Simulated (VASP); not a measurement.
Consider the following.

```
CELL_PARAMETERS angstrom
      3.64930     0.00000     0.00000
      0.00000     3.64930     0.00000
      0.00000     0.00000     4.18804
ATOMIC_POSITIONS crystal
  Sn 0.50000 0.00000 0.71873
  Sn 0.00000 0.50000 0.28127
  O  0.50000 0.50000 0.00000
  O  0.00000 0.00000 0.00000
```

Level of theory: PBE GGA, VASP's PBE PAW potentials (set 64) (plane waves; VASP). Settings: 620 eV cut-off, 8×8×7 Γ-centred mesh, first-order Methfessel-Paxton smearing of 0.10 eV, potentials Sn_d O.

Energy and stress use the plane-wave basis of the starting cell. Without a dispersion term in the relaxation, distances and binding between the weakly bound layers, chains or molecules are unreliable, and so is what depends on them.

The ions, cell shape and volume at an external pressure of 30.0 GPa are relaxed. What does this cell relax into?

```
CELL_PARAMETERS angstrom
      3.58599     0.00000     0.00000
      0.00000     3.58599     0.00000
      0.00000     0.00000     4.07362
ATOMIC_POSITIONS crystal
  Sn 0.50000 0.00000 0.71045
  Sn 0.00000 0.50000 0.28955
  O  0.50000 0.50000 0.00000
  O  0.00000 0.00000 0.00000
```
Space group P4/nmm (129), at a tolerance of 0.03 Å.

How do energy and volume change from the first to the last step?

The energy (σ→0) changes by +130.6 meV/atom and the volume by -6.1 %, in 9 ionic steps.

```
step  E(σ→0) (eV)  max force (eV/Å)  pressure (GPa)  volume (Å³)
----  -----------  ----------------  --------------  -----------
1        -21.8738             0.002           20.09        55.77
2        -20.4742             1.988           50.41        49.09
3        -21.4645             0.715           29.82        53.13
4        -21.3640             0.041           30.01        52.46
5        -21.3577             0.005           30.06        52.43
6        -21.3607             0.005           29.83        52.44
7        -21.3628             0.002           29.69        52.45
8        -21.3248             0.047           30.57        52.24
9        -21.3513             0.017           30.00        52.38
```

The compound is SnO in the litharge structure. This run relaxes it under an external pressure of 30 GPa. Symmetry was kept, so distortions that lower it aren't found.
